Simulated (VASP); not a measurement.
```
CELL_PARAMETERS angstrom
      0.00000     2.72109     2.72109
      2.72109     0.00000     2.72109
      2.72109     2.72109     0.00000
ATOMIC_POSITIONS crystal
  Ga 0.00000 0.00000 0.00000
  P  0.25000 0.25000 0.25000
```

These are AM05 GGA, VASP's PBE PAW potentials (set 64) (plane waves; VASP) values and carry that method's errors. Numerical set-up: 520 eV cut-off, 9×9×9 Γ-centred mesh, tetrahedra with Blöchl corrections, potentials Ga_d P.

Predict the energy per atom (σ→0).

The energy per atom (σ→0) is -4.728 eV/atom.

The absolute energy has meaning only against runs of the same code, potentials and settings.

The compound is GaP in the zinc blende structure. It was relaxed first.
